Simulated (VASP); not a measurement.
OSZICAR of a VASP run on InAs (zinc blende):

File OSZICAR:
```
       N       E                     dE             d eps       ncg     rms          rms(c)
DAV:   1     0.838295012363E+02    0.83830E+02   -0.85612E+03   754   0.150E+03
DAV:   2    -0.328100762019E+02   -0.11664E+03   -0.11368E+03   824   0.332E+02
DAV:   3    -0.407003157435E+02   -0.78902E+01   -0.78448E+01   964   0.912E+01
DAV:   4    -0.409249261878E+02   -0.22461E+00   -0.22449E+00   857   0.175E+01
DAV:   5    -0.409353547316E+02   -0.10429E-01   -0.10428E-01  1118   0.319E+00    0.608E+00
DAV:   6    -0.375020790209E+02    0.34333E+01   -0.21236E+00   894   0.371E+01    0.314E+00
DAV:   7    -0.375016254888E+02    0.45353E-03   -0.64595E-01   784   0.125E+01    0.153E+00
DAV:   8    -0.374783734618E+02    0.23252E-01   -0.38010E-01   759   0.821E+00    0.105E+00
DAV:   9    -0.374856050180E+02   -0.72316E-02   -0.21494E-02   894   0.187E+00    0.807E-01
DAV:  10    -0.374990318306E+02   -0.13427E-01   -0.13723E-01   774   0.420E+00    0.384E-01
DAV:  11    -0.375329842322E+02   -0.33952E-01   -0.34880E-02   754   0.210E+00    0.249E-01
DAV:  12    -0.375336088837E+02   -0.62465E-03   -0.28405E-03   829   0.536E-01    0.242E-01
DAV:  13    -0.375300598891E+02    0.35490E-02   -0.35296E-03   769   0.829E-01    0.212E-01
DAV:  14    -0.375336775306E+02   -0.36176E-02   -0.29908E-03   764   0.631E-01    0.514E-02
DAV:  15    -0.375337535132E+02   -0.75983E-04   -0.29189E-04   914   0.190E-01    0.437E-02
DAV:  16    -0.375337762622E+02   -0.22749E-04   -0.25028E-05   784   0.686E-02    0.380E-02
DAV:  17    -0.375337703451E+02    0.59172E-05   -0.70881E-06   814   0.351E-02    0.319E-02
DAV:  18    -0.375337621713E+02    0.81738E-05   -0.64760E-06   792   0.306E-02    0.257E-02
DAV:  19    -0.375337563773E+02    0.57940E-05   -0.58114E-05   989   0.669E-02    0.599E-03
DAV:  20    -0.375337555092E+02    0.86807E-06   -0.55368E-06   879   0.221E-02    0.650E-03
DAV:  21    -0.375337570654E+02   -0.15562E-05   -0.75443E-07   927   0.843E-03    0.424E-03
DAV:  22    -0.375337569482E+02    0.11714E-06   -0.12521E-07   532   0.627E-03    0.387E-03
DAV:  23    -0.375337565052E+02    0.44304E-06   -0.16261E-06  1022   0.151E-02    0.194E-03
DAV:  24    -0.375337568119E+02   -0.30672E-06   -0.26287E-07   774   0.480E-03    0.388E-04
DAV:  25    -0.375337569522E+02   -0.14026E-06   -0.27137E-08   407   0.236E-03    0.215E-04
DAV:  26    -0.375337569347E+02    0.17518E-07   -0.58763E-09   407   0.153E-03
   1 F= -.37533757E+02 E0= -.37533757E+02  d E =0.000000E+00
       N       E                     dE             ncg
       N       E                     dE             ncg
       N       E                     dE             ncg
```

### Question
Which electronic solver shows in the log?

### Answer
It is blocked Davidson (ALGO = Normal, or the opening steps of other solvers). The INCAR had ALGO = Normal.

### Question
Can the final energy be trusted as converged?

### Answer
The run converged. It stopped with EDIFF = 1E-7, NELM = 100 (r2SCAN+rVV10, plane waves, VASP's PBE PAW potentials (set 64)).

The compound is InAs in the zinc blende structure. It was relaxed first.
